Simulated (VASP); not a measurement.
Input for VASP

**INCAR**
```
SYSTEM = GaAs
PREC = Accurate
ENCUT = 400
EDIFF = 1E-6
NELM = 25
ALGO = VeryFast
LREAL = .FALSE.
LASPH = .TRUE.
ISMEAR = 0
SIGMA = 0.05
GGA = PE
LMAXMIX = 4
LWAVE = .FALSE.
LCHARG = .FALSE.
ISIF = 2
HFSCREEN = 0.2
AEXX = 0.25
LHFCALC = .TRUE.
PRECFOCK = Fast
ISYM = 3
```

**POSCAR**
```
GaAs
1
    0.0000000000     2.8815000000     2.8815000000
    2.8815000000     0.0000000000     2.8815000000
    2.8815000000     2.8815000000     0.0000000000
Ga As
1 1
Direct
  0.0000000000   0.0000000000   0.0000000000
  0.2500000000   0.2500000000   0.2500000000
```

KPOINTS:
```
Automatic mesh
0
Gamma
2 2 2
0 0 0
```

POTCAR, in this order: Ga_d As (PBE.64 set). Program: vasp_std.

Task: What happens when VASP runs on this input?

Result: There is a fault: a hybrid functional was run with ALGO = VeryFast. Convergence was not reached. Against the sound run, the energy per atom (σ→0) increases by 41.557 eV/atom; the pressure drops by 384.11 GPa; the band gap decreases by 1.32 eV.

standard output:
```
 POSCAR found type information on POSCAR GaAs
 POSCAR found :  2 types and       2 ions
 Reading from existing POTCAR
 Reading from existing POTCAR
 LDA part: xc-table for (Slater+PW92), standard interpolation
 POSCAR, INCAR and KPOINTS ok, starting setup
 WAVECAR not read
 entering main loop
       N       E                     dE             d eps       ncg     rms          rms(c)
RMM:   1    -0.992748483842E+03   -0.99275E+03   -0.77941E+03    39   0.161E+03
RMM:   2    -0.959572350731E+03    0.33176E+02   -0.13498E+03    39   0.320E+02
RMM:   3    -0.941255925231E+03    0.18316E+02   -0.12718E+02    39   0.123E+02
RMM:   4    -0.945185272050E+03   -0.39293E+01   -0.44190E+01    39   0.790E+01
RMM:   5    -0.947328519913E+03   -0.21432E+01   -0.20488E+01    39   0.500E+01
RMM:   6    -0.948110067899E+03   -0.78155E+00   -0.11164E+01    39   0.330E+01
RMM:   7    -0.948411828371E+03   -0.30176E+00   -0.73883E+00    39   0.247E+01
RMM:   8    -0.948664870304E+03   -0.25304E+00   -0.46736E+00    39   0.183E+01
RMM:   9    -0.949000447159E+03   -0.33558E+00   -0.52283E+00   129   0.152E+01
RMM:  10    -0.948955927126E+03    0.44520E-01   -0.86387E-01   111   0.840E+00
RMM:  11    -0.948871490037E+03    0.84437E-01   -0.49614E-01   123   0.698E+00
RMM:  12    -0.948794386987E+03    0.77103E-01   -0.32860E-01   119   0.684E+00    0.420E+00
RMM:  13     0.762970043779E+02    0.10251E+04   -0.19833E+01   143   0.511E+01    0.369E+00
RMM:  14     0.751198029599E+02   -0.11772E+01   -0.19261E+00   128   0.131E+01    0.254E+00
RMM:  15     0.752380043040E+02    0.11820E+00   -0.54240E-01   114   0.901E+00    0.185E+00
RMM:  16     0.752682623041E+02    0.30258E-01   -0.47907E-01   117   0.866E+00    0.104E+00
RMM:  17     0.753103171207E+02    0.42055E-01   -0.52255E-01   126   0.932E+00    0.607E-01
RMM:  18     0.753199200997E+02    0.96030E-02   -0.48975E-01   119   0.854E+00    0.300E-01
RMM:  19     0.753209789095E+02    0.10588E-02   -0.49904E-01   124   0.865E+00    0.180E-01
RMM:  20     0.753217474450E+02    0.76854E-03   -0.51222E-01   125   0.883E+00    0.887E-02
RMM:  21     0.753163140535E+02   -0.54334E-02   -0.51900E-01   131   0.858E+00    0.349E-02
RMM:  22     0.753141474021E+02   -0.21667E-02   -0.51446E-01   126   0.855E+00    0.217E-02
RMM:  23     0.753171684914E+02    0.30211E-02   -0.51188E-01   128   0.846E+00    0.171E-02
RMM:  24     0.753176684085E+02    0.49992E-03   -0.51700E-01   131   0.859E+00    0.128E-02
RMM:  25     0.753172795087E+02   -0.38890E-03   -0.52062E-01   132   0.859E+00

 -----------------------------------------------------------------------------
|                                                                             |
|           W    W    AA    RRRRR   N    N  II  N    N   GGGG   !!!           |
|           W    W   A  A   R    R  NN   N  II  NN   N  G    G  !!!           |
|           W    W  A    A  R    R  N N  N  II  N N  N  G       !!!           |
|           W WW W  AAAAAA  RRRRR   N  N N  II  N  N N  G  GGG   !            |
|           WW  WW  A    A  R   R   N   NN  II  N   NN  G    G                |
|           W    W  A    A  R    R  N    N  II  N    N   GGGG   !!!           |
|                                                                             |
|     The electronic self-consistency was not achieved in the given           |
|     number of steps (NELM). The forces and other quantities evaluated       |
|     might not be reliable so examine the results carefully. If you find     |
|     spurious results, we suggest increasing NELM, if you were close to      |
|     convergence or switching to a different ALGO or adjusting the           |
|     density mixing parameters otherwise.                                    |
|                                                                             |
 -----------------------------------------------------------------------------

   1 F= 0.75317280E+02 E0= 0.75321741E+02  d E =-.892251E-02
```

**OUTCAR**
```
------------------------ aborting loop EDIFF was not reached (unconverged)  ----------------------------
  FORCE on cell =-STRESS in cart. coord.  units (eV):
  Direction    XX          YY          ZZ          XY          YZ          ZX
  --------------------------------------------------------------------------------------
  Total     -114.2734305   -114.2734305   -114.2734305      0.0000000      0.0000000     -0.0000000
  in kB    -3826.2203747  -3826.2203747  -3826.2203747      0.0000000      0.0000000     -0.0000000
  external PRESSURE =   -3826.2203747 kB  Pullay stress =       0.0000000 kB
  volume of cell :       47.85
      direct lattice vectors                 reciprocal lattice vectors
     0.000000000  2.881500000  2.881500000    -0.173520736  0.173520736  0.173520736
     2.881500000  0.000000000  2.881500000     0.173520736 -0.173520736  0.173520736
     2.881500000  2.881500000  0.000000000     0.173520736  0.173520736 -0.173520736
  FREE ENERGIE OF THE ION-ELECTRON SYSTEM (eV)
  ---------------------------------------------------
  free  energy   TOTEN  =        75.3172795087 eV

  energy  without entropy=       75.3262020161  energy(sigma->0) =       75.32174076

  exchange ACFDT corr.  =        -0.05040445  see jH, gK, PRB 81, 115126
```
(Selected blocks of OUTCAR.)

To mend it, set ALGO = Normal.

The mended run (HSE06 screened hybrid, plane waves, VASP's PBE PAW potentials (set 64)) converges, and its OSZICAR ends with
```
   1 F= -.77920420E+01 E0= -.77920420E+01  d E =-.896500E-17
```

The compound is GaAs in the zinc blende structure. The cell was not relaxed at this level.
